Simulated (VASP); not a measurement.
Method: LDA (Ceperley-Alder, Perdew-Zunger), VASP's LDA PAW potentials (set 64) (plane waves; VASP 6.6.1).

VASP ran on this input.

File KPOINTS:
```
Automatic mesh
0
Gamma
16 16 8
0 0 0
```

INCAR:
```
SYSTEM = Zn
PREC = Accurate
ENCUT = 500
EDIFF = 1E-6
NELM = 100
ALGO = Normal
LREAL = .FALSE.
LASPH = .TRUE.
ISMEAR = 1
SIGMA = 0.1
LMAXMIX = 4
LWAVE = .FALSE.
LCHARG = .FALSE.
IBRION = 2
ISIF = 3
NSW = 40
EDIFFG = -0.02
PSTRESS = 100
```

POSCAR:
```
Zn
1
    1.2637796716    -2.1889310940     0.0000000000
    1.2637796716     2.1889310940     0.0000000000
   -0.0000000000    -0.0000000000     4.5397101751
Zn
2
Direct
  0.3333330000   0.6666670000   0.2500000000
  0.6666670000   0.3333330000   0.7500000000
```

POTCAR, in this order: Zn (LDA.64 set). Program: vasp_std.

Output

File OSZICAR:
```
       N       E                     dE             d eps       ncg     rms          rms(c)
DAV:   1     0.930092990851E+02    0.93009E+02   -0.12607E+04  4952   0.245E+03
DAV:   2    -0.149330936096E+01   -0.94503E+02   -0.92909E+02  4888   0.302E+02
DAV:   3    -0.407559624015E+01   -0.25823E+01   -0.25774E+01  5872   0.620E+01
DAV:   4    -0.408246262054E+01   -0.68664E-02   -0.68660E-02  5712   0.314E+00
DAV:   5    -0.408247214312E+01   -0.95226E-05   -0.95226E-05  5912   0.975E-02    0.628E+00
DAV:   6    -0.374409578994E+01    0.33838E+00   -0.14298E+00  5024   0.288E+01    0.423E+00
DAV:   7    -0.371636106349E+01    0.27735E-01   -0.54929E-02  6072   0.460E+00    0.207E+00
DAV:   8    -0.370492334364E+01    0.11438E-01   -0.31091E-03  7064   0.964E-01    0.560E-02
DAV:   9    -0.370488617194E+01    0.37172E-04   -0.27752E-04  6512   0.229E-01    0.261E-02
DAV:  10    -0.370488758703E+01   -0.14151E-05   -0.15718E-05  5944   0.441E-02    0.245E-03
DAV:  11    -0.370488760790E+01   -0.20864E-07   -0.92112E-07  3952   0.130E-02
   1 F= -.21372308E+01 E0= -.21372445E+01  d E =-.213723E+01
```

### OUTCAR
```
------------------------ aborting loop because EDIFF is reached ----------------------------------------
  FORCE on cell =-STRESS in cart. coord.  units (eV):
  Direction    XX          YY          ZZ          XY          YZ          ZX
  --------------------------------------------------------------------------------------
  Total        1.5526640      1.5526647      1.5549698      0.0000000      0.0000000     -0.0000000
  in kB       99.0436129     99.0436576     99.1907021      0.0000000      0.0000000     -0.0000000
  external PRESSURE =      -0.9073425 kB  Pullay stress =     100.0000000 kB
  volume of cell :       25.12
      direct lattice vectors                 reciprocal lattice vectors
     1.263779672 -2.188931094  0.000000000     0.395638584 -0.228421992  0.000000000
     1.263779672  2.188931094  0.000000000     0.395638584  0.228421992  0.000000000
     0.000000000  0.000000000  4.539710175     0.000000000  0.000000000  0.220278379
 POSITION                                       TOTAL-FORCE (eV/Angst)
 -----------------------------------------------------------------------------------
      1.26378      0.72965      1.13493         0.000000     -0.000000      0.000000
      1.26378     -0.72965      3.40478        -0.000000      0.000000      0.000000
 -----------------------------------------------------------------------------------
    total drift:                               -0.000000      0.000054      0.000004
  FREE ENERGIE OF THE ION-ELECTRON SYSTEM (eV)
  ---------------------------------------------------
  free  energy   TOTEN  =        -3.7048876079 eV

  energy  without entropy=       -3.7049288188  energy(sigma->0) =       -3.70490134
  enthalpy is  TOTEN    =        -2.1372307867 eV   P V=        1.5676568212

 reached required accuracy - stopping structural energy minimisation
```
(Selected blocks of OUTCAR.)

The compound is Zn in the hcp structure. It was relaxed first under an external pressure of 10 GPa.
